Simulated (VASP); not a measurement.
An input for Quantum ESPRESSO's pw.x (written as the equivalent of a VASP run, and not itself run):

```
&CONTROL
  calculation = 'scf'
  pseudo_dir = './pseudo'
  outdir = './out'
  tprnfor = .true.
  tstress = .true.
/
&SYSTEM
  ibrav = 0
  nat = 4
  ntyp = 2
  ecutwfc = 92
  occupations = 'tetrahedra'
  input_dft = 'pbe'
  vdw_corr = 'grimme-d3'
  dftd3_version = 4
  dftd3_threebody = .false.
/
&ELECTRONS
  conv_thr = 7.3e-09
  electron_maxstep = 100
/
ATOMIC_SPECIES
  Cu 63.546 Cu.upf
  Au 196.967 Au.upf
CELL_PARAMETERS angstrom
     3.7231571    0.0000000   -0.0000000
     0.0000000    3.7231571    0.0000000
    -0.0000000    0.0000000    3.7231571
ATOMIC_POSITIONS crystal
  Cu   0.0000000  0.5000000  0.5000000
  Cu   0.5000000  0.0000000  0.5000000
  Cu   0.5000000  0.5000000  0.0000000
  Au   0.0000000  0.0000000  0.0000000
K_POINTS automatic
  9 9 9 0 0 0
```

### Question
Write the VASP files for the same calculation (PBE-D3(BJ)).

### Answer
One answer among several that fit: 
### POSCAR
```
Cu3Au
1
    3.7231570531     0.0000000000    -0.0000000000
    0.0000000000     3.7231570531     0.0000000000
   -0.0000000000     0.0000000000     3.7231570531
Cu Au
3 1
Direct
  0.0000000000   0.5000000000   0.5000000000
  0.5000000000   0.0000000000   0.5000000000
  0.5000000000   0.5000000000   0.0000000000
  0.0000000000   0.0000000000   0.0000000000
```

### INCAR
```
SYSTEM=Cu3Au
PREC=Accurate; ENCUT=520; LREAL=.FALSE.
LASPH=.TRUE.
EDIFF=1E-7; NELM=100; ALGO=Normal
LMAXMIX=6
ISMEAR=-5
GGA=PE; IVDW=12
ISIF=2
LWAVE=.FALSE.; LCHARG=.TRUE.; LORBIT=11
NEDOS=601
LEFG=.TRUE.
```

File KPOINTS:
```
Automatic mesh
0
Gamma
9 9 9
0 0 0
```

POTCAR, in this order: Cu Au (PBE.64 set). Program: vasp_std.

Limits of the translation: the potentials are each code's own (VASP's PAW set, PseudoDojo norm-conserving files in pw.x), so ENCUT and ecutwfc are chosen apart and not converted; conv_thr bounds pw.x's estimated SCF error, while EDIFF bounds the energy change between steps; the field gradients of LEFG aren't asked of the other code.

The compound is Cu3Au in the L1_2 structure. It was relaxed first.
